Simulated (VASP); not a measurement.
Calculation: PBEsol GGA, VASP's PBE PAW potentials (set 64) (plane waves; VASP 6.6.1).

VASP input:

INCAR:
```
ALGO = Normal
EDIFF = 1E-6
EDIFFG = -0.02
ENCUT = 620
GGA = PS
IBRION = 2
ISIF = 3
ISMEAR = 1
LASPH = .TRUE.
LCHARG = .FALSE.
LMAXMIX = 4
LREAL = .FALSE.
LWAVE = .FALSE.
NELM = 100
NSW = 40
PREC = Accurate
PSTRESS = 450
SIGMA = 0.1
SYSTEM = SnO
```

File POSCAR:
```
SnO
1
    2.8496919966     0.0000000010    -0.0000000000
   -1.4248459974     2.4679065319     0.0000000000
    0.0000000000     0.0000000000     6.9197011934
Sn O
2 2
Direct
  0.3333330000   0.6666670000   0.0382803114
  0.6666670000   0.3333330000   0.5382803114
  0.3333330000   0.6666670000   0.3367196886
  0.6666670000   0.3333330000   0.8367196886
```

**KPOINTS**
```
kpoints
0
G
 12 12 5
0 0 0
```

POTCAR, in this order: Sn_d O (PBE.64 set). Program: vasp_std.

The resulting files:

File OSZICAR:
```
       N       E                     dE             d eps       ncg     rms          rms(c)
DAV:   1     0.436686937696E+03    0.43669E+03   -0.23616E+04  2872   0.323E+03
DAV:   2     0.335031091222E+02   -0.40318E+03   -0.39641E+03  2904   0.651E+02
DAV:   3    -0.218170361992E+02   -0.55320E+02   -0.54485E+02  3328   0.207E+02
DAV:   4    -0.236502212090E+02   -0.18332E+01   -0.18314E+01  3200   0.409E+01
DAV:   5    -0.236945351553E+02   -0.44314E-01   -0.44311E-01  3488   0.648E+00    0.114E+01
DAV:   6    -0.207605865576E+02    0.29339E+01   -0.17274E+01  4656   0.541E+01    0.538E+00
DAV:   7    -0.207592114513E+02    0.13751E-02   -0.13874E+00  2888   0.899E+00    0.245E+00
DAV:   8    -0.207380307586E+02    0.21181E-01   -0.26880E-01  4112   0.393E+00    0.782E-01
DAV:   9    -0.207265733174E+02    0.11457E-01   -0.60084E-02  4640   0.342E+00    0.156E-01
DAV:  10    -0.207268332306E+02   -0.25991E-03   -0.88151E-03  4144   0.110E+00    0.108E-01
DAV:  11    -0.207266284054E+02    0.20483E-03   -0.14052E-03  4264   0.458E-01    0.227E-02
DAV:  12    -0.207266444249E+02   -0.16019E-04   -0.17790E-04  3048   0.957E-02    0.146E-02
DAV:  13    -0.207266429665E+02    0.14585E-05   -0.56554E-06  3480   0.263E-02    0.291E-03
DAV:  14    -0.207266429529E+02    0.13579E-07   -0.49037E-07  1784   0.699E-03
   1 F= -.70582989E+01 E0= -.70584745E+01  d E =-.705830E+01
```

**OUTCAR**
```
------------------------ aborting loop because EDIFF is reached ----------------------------------------
  FORCE on cell =-STRESS in cart. coord.  units (eV):
  Direction    XX          YY          ZZ          XY          YZ          ZX
  --------------------------------------------------------------------------------------
  Total       13.6704560     13.6704657     13.6769486      0.0000000      0.0000000     -0.0000000
  in kB      450.0695322    450.0698496    450.2832857      0.0000003      0.0000000     -0.0000000
  external PRESSURE =       0.1408892 kB  Pullay stress =     450.0000000 kB
  volume of cell :       48.66
      direct lattice vectors                 reciprocal lattice vectors
     2.849691997  0.000000001  0.000000000     0.350915117  0.202600866  0.000000000
    -1.424845997  2.467906532  0.000000000    -0.000000000  0.405201731  0.000000000
     0.000000000  0.000000000  6.919701193     0.000000000  0.000000000  0.144514911
 POSITION                                       TOTAL-FORCE (eV/Angst)
 -----------------------------------------------------------------------------------
     -0.00000      1.64527      0.26489        -0.000000      0.000000      0.000339
      1.42485      0.82263      3.72474         0.000000     -0.000000      0.000339
     -0.00000      1.64527      2.33000        -0.000000     -0.000000     -0.000339
      1.42485      0.82263      5.78985         0.000000      0.000000     -0.000339
 -----------------------------------------------------------------------------------
    total drift:                               -0.001993      0.001151      0.000553
  FREE ENERGIE OF THE ION-ELECTRON SYSTEM (eV)
  ---------------------------------------------------
  free  energy   TOTEN  =       -20.7266429529 eV

  energy  without entropy=      -20.7271698480  energy(sigma->0) =      -20.72681858
  enthalpy is  TOTEN    =        -7.0582988802 eV   P V=       13.6683440727

 reached required accuracy - stopping structural energy minimisation
```
(Selected blocks of OUTCAR.)

The structure was generated: SnO was put into the wurtzite type (P6_3mc), which need not be its known phase. It was relaxed first under an external pressure of 45 GPa.
